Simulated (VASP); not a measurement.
A VASP calculation is set up with these files.

### POSCAR
```
SiC
1
    0.0000000000     2.1678028059     2.1678028059
    2.1678028059     0.0000000000     2.1678028059
    2.1678028059     2.1678028059     0.0000000000
Si C
1 1
Direct
  0.0000000000   0.0000000000   0.0000000000
  0.2500000000   0.2500000000   0.2500000000
```

**KPOINTS**
```
Automatic mesh
0
Gamma
10 10 10
0 0 0
```

**INCAR**
```
# general
SYSTEM=SiC
PREC  =Accurate
ENCUT =600
LREAL =.FALSE.   # projection in real space or not
LASPH =.TRUE.   # aspherical one-centre terms

# electronic loop
EDIFF =1E-7
NELM  =100   # most electronic steps
ALGO  =Normal   # blocked Davidson

# smearing
ISMEAR=0
SIGMA =0.05   # width (eV)

# functional
GGA   =PE

# ions
ISIF  =2   # forces and stress, cell fixed

# output
LWAVE =.FALSE.
LCHARG=.FALSE.
```

POTCAR, in this order: Si C (PBE.64 set). Program: vasp_std.

### Question
Write an equivalent input for Ansatz.

### Answer
One equivalent input (not run):
Ansatz 0.2 input:
```yaml
crystal:
  lattice:
    - [0.0000000, 2.1678028, 2.1678028]
    - [2.1678028, 0.0000000, 2.1678028]
    - [2.1678028, 2.1678028, 0.0000000]
  atoms:
    - { symbol: Si, position: [0.0000000, 0.0000000, 0.0000000] }
    - { symbol: C, position: [0.2500000, 0.2500000, 0.2500000] }
kpoints:
  mp_grid: { grid: [10, 10, 10] }
hamiltonian:
  xc: pbe
  pseudopotentials: { kind: paw }
scf:
  occupations: { method: gaussian, width: 0.05 }
  max_iter: 100
output: { forces: true, stress: true, eigenvalues: true }
```
Limits of the translation: each code has its own PAW files, so the cut-off isn't converted (ENCUT is set for VASP's; basis.ecutwfc is left out, and Ansatz then takes the one that its files recommend); Ansatz stops its SCF on the density residual and VASP on the energy change (EDIFF).

The compound is SiC in the zinc blende structure. This cell was strained or had an atom moved on purpose.
